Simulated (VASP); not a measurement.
Runs of VASP 6.6.1 on BiH3. It takes space group I4/mmm (No. 139, tetragonal). The conventional cell has a = 4.769 Å, b = 4.769 Å, c = 5.571 Å, α = 90.00°, β = 90.00°, γ = 90.00°. Around Bi (site symmetry 4/mmm) lie 2 H at 1.84 Å. Around H (site symmetry 4mm) lie 1 H at 0.94 Å. Around H (site symmetry 4/mmm) lie 2 H at 0.94 Å. The cell was built by a generator and needn't be a form met in nature.

| task | level | spin | cell | k mesh | cutoff (eV) | smearing | other keys | gap on the mesh (eV) | pressure (GPa) | relaxed volume (Å³/atom) | largest force (eV/Å) |
| --- | --- | --- | --- | --- | --- | --- | --- | --- | --- | --- | --- |
| optical spectrum | optB88-vdW | SOC, no magnetisation | volume scaled by 0.8 | 6 × 6 × 6 | 520 | fermi-dirac 0.1 eV | ISMEAR = -1; SIGMA = 0.1 | - | 15.2 | - | (b) |
| single point | PBE | off | as given | 8 × 8 × 8 | 520 | fermi-dirac 0.05 eV | - | none | 3.5 | - | 1.33 |
| relaxation of cell and atoms | PBE | off | relaxed | 8 × 8 × 8 | 600 | gaussian 0.05 eV | - | none | 0.0 | (a) | - |
| relaxation of cell and atoms | RPBE | off | relaxed | 8 × 8 × 8 | 600 | gaussian 0.05 eV | - | none | 0.0 | 13.34 | 0.01 |

Alike in all rows: potentials or basis VASP PAW PBE potentials, release 64 (Bi_d, H).

Problem. Estimate the missing entries.

Solution. (a) 12.19; (b) 1.83.

Caveats: spin-orbit coupling is left out, which moves the levels of the heavy elements (some runs); the PAW data sets were made with another functional, which shifts forces and pressure a little (some runs); the volume moved by over 15 % at a fixed basis, so the end points are rough (some runs); spectra need much finer meshes, so this one isn't converged (some runs); independent-particle spectra lack excitons (some runs); forces of over 1 eV/Å show positions far from the minimum, so gaps and moduli don't describe the material at rest (some runs).

A k mesh can miss the band edges, and rows without SOC leave out spin-orbit coupling on Bi.

A gap of «none» marks a metal or a gap under the smearing width.
